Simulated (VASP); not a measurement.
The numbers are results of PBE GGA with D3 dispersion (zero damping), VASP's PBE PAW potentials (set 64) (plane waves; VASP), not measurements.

The input files of a VASP run:

POSCAR:
```
Ni
1.0
  0.0000000000   1.7374794237   1.7374794237
  1.7374794237   0.0000000000   1.7374794237
  1.7374794237   1.7374794237   0.0000000000
Ni
1
Direct
  0.0000000000   0.0000000000   0.0000000000
```

**INCAR**
```
SYSTEM = Ni
PREC = Accurate
ENCUT = 520
EDIFF = 1E-6
NELM = 100
ALGO = Normal
LREAL = .FALSE.
LASPH = .TRUE.
ISMEAR = 1
SIGMA = 0.1
GGA = PE
IVDW = 11
LMAXMIX = 4
ISPIN = 2
MAGMOM = 0.6
LORBIT = 10
LWAVE = .FALSE.
LCHARG = .FALSE.
IBRION = 2
ISIF = 3
NSW = 60
EDIFFG = -0.01
```

**KPOINTS**
```
Automatic mesh
0
Gamma
16 16 16
0 0 0
```

POTCAR, in this order: Ni (PBE.64 set). Program: vasp_std.

Output of the run:

### OSZICAR
```
       N       E                     dE             d eps       ncg     rms          rms(c)
DAV:   1     0.225126446213E+02    0.22513E+02   -0.48664E+03  5348   0.144E+03
DAV:   2    -0.608198701495E+01   -0.28595E+02   -0.27636E+02  5254   0.167E+02
DAV:   3    -0.648022781279E+01   -0.39824E+00   -0.39788E+00  6053   0.263E+01
DAV:   4    -0.648395326682E+01   -0.37255E-02   -0.37250E-02  6045   0.222E+00
DAV:   5    -0.648404385485E+01   -0.90588E-04   -0.90587E-04  5992   0.299E-01    0.102E+01
DAV:   6    -0.577177057999E+01    0.71227E+00   -0.16063E+01  5478   0.657E+01    0.565E+00
DAV:   7    -0.548145858859E+01    0.29031E+00   -0.25101E+00  5514   0.246E+01    0.203E+00
DAV:   8    -0.546460887229E+01    0.16850E-01   -0.21467E-02  7354   0.171E+00    0.951E-01
DAV:   9    -0.546240770606E+01    0.22012E-02   -0.15157E-03  7713   0.388E-01    0.253E-01
DAV:  10    -0.546191736498E+01    0.49034E-03   -0.64631E-04  6697   0.215E-01    0.375E-02
DAV:  11    -0.546192279433E+01   -0.54294E-05   -0.16759E-05  6768   0.539E-02    0.299E-02
DAV:  12    -0.546192362817E+01   -0.83385E-06   -0.10921E-06  2965   0.139E-02
   1 F= -.58731973E+01 E0= -.58732822E+01  d E =-.587320E+01  mag=     0.5882
```

### OUTCAR
```
------------------------ aborting loop because EDIFF is reached ----------------------------------------
 Edisp (eV)   -0.41127
  FORCE on cell =-STRESS in cart. coord.  units (eV):
  Direction    XX          YY          ZZ          XY          YZ          ZX
  --------------------------------------------------------------------------------------
  Total      -0.00005    -0.00005    -0.00005    -0.00000     0.00000     0.00000
  in kB      -0.00763    -0.00763    -0.00763    -0.00000     0.00000     0.00000
  external pressure =       -0.01 kB  Pullay stress =        0.00 kB
  volume of cell :       10.49
      direct lattice vectors                 reciprocal lattice vectors
     0.000000000  1.737479424  1.737479424    -0.287773192  0.287773192  0.287773192
     1.737479424  0.000000000  1.737479424     0.287773192 -0.287773192  0.287773192
     1.737479424  1.737479424  0.000000000     0.287773192  0.287773192 -0.287773192
 POSITION                                       TOTAL-FORCE (eV/Angst)
 -----------------------------------------------------------------------------------
      0.00000      0.00000      0.00000         0.000000     -0.000000      0.000000
 -----------------------------------------------------------------------------------
    total drift:                                0.000000     -0.000000      0.000000
  FREE ENERGIE OF THE ION-ELECTRON SYSTEM (eV)
  ---------------------------------------------------
  free  energy   TOTEN  =        -5.8731972757 eV

  energy  without entropy=       -5.8734519543  energy(sigma->0) =       -5.87328217

 total charge

# of ion       s       p       d       tot
------------------------------------------
    1        0.512   0.531   8.334   9.377

 magnetization (x)

# of ion       s       p       d       tot
------------------------------------------
    1       -0.007  -0.025   0.628   0.597

 reached required accuracy - stopping structural energy minimisation
```
(Selected blocks of OUTCAR.)

The compound is Ni in the fcc structure. It was relaxed first. The start is the result of an earlier pass.
